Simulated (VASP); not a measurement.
A VASP calculation is set up with these files.

KPOINTS:
```
Automatic mesh
0
Gamma
12 12 12
0 0 0
```

**POSCAR**
```
SnC
1.0
  3.0547675336   0.0000000000   0.0000000000
  0.0000000000   3.0547675336   0.0000000000
  0.0000000000   0.0000000000   3.0547675336
Sn C
1 1
Cart
  0.0000000000   0.0000000000   0.0000000000
  1.5273837668   1.5273837668   1.5273837668
```

### INCAR
```
SYSTEM = SnC
PREC = Accurate
ENCUT = 620
EDIFF = 1E-6
NELM = 100
ALGO = Normal
LREAL = .FALSE.
LASPH = .TRUE.
ISMEAR = 1
SIGMA = 0.1
GGA = PS
LMAXMIX = 4
LWAVE = .FALSE.
LCHARG = .FALSE.
IBRION = 2
ISIF = 3
NSW = 40
EDIFFG = -0.02
PSTRESS = 50
```

POTCAR, in this order: Sn_d C (PBE.64 set). Program: vasp_std.

**Question.** Translate this PBEsol calculation to Ansatz.

**Answer.** One equivalent input (not run):
Ansatz 0.2 input:
```yaml
crystal:
  lattice:
    - [3.0547675, 0.0000000, 0.0000000]
    - [0.0000000, 3.0547675, 0.0000000]
    - [0.0000000, 0.0000000, 3.0547675]
  atoms:
    - { symbol: Sn, position: [0.0000000, 0.0000000, 0.0000000] }
    - { symbol: C, position: [0.5000000, 0.5000000, 0.5000000] }
kpoints:
  mp_grid: { grid: [12, 12, 12] }
hamiltonian:
  xc: pbesol
  pseudopotentials: { kind: paw }
scf:
  occupations: { method: methfessel_paxton, width: 0.1 }
  max_iter: 100
relax:
  max_steps: 40
  f_tol: 0.02
  cell: { p_target: 5 }
output: { forces: true, stress: true, eigenvalues: true }
```
Limits of the translation: each code has its own PAW files, so the cut-off isn't converted (ENCUT is set for VASP's; basis.ecutwfc is left out, and Ansatz then takes the one that its files recommend); Ansatz stops its SCF on the density residual and VASP on the energy change (EDIFF).

The structure was generated: SnC was put into the CsCl type type (Pm-3m), which need not be its known phase. This run relaxes it under an external pressure of 5 GPa. Symmetry was kept, so distortions that lower it aren't found.
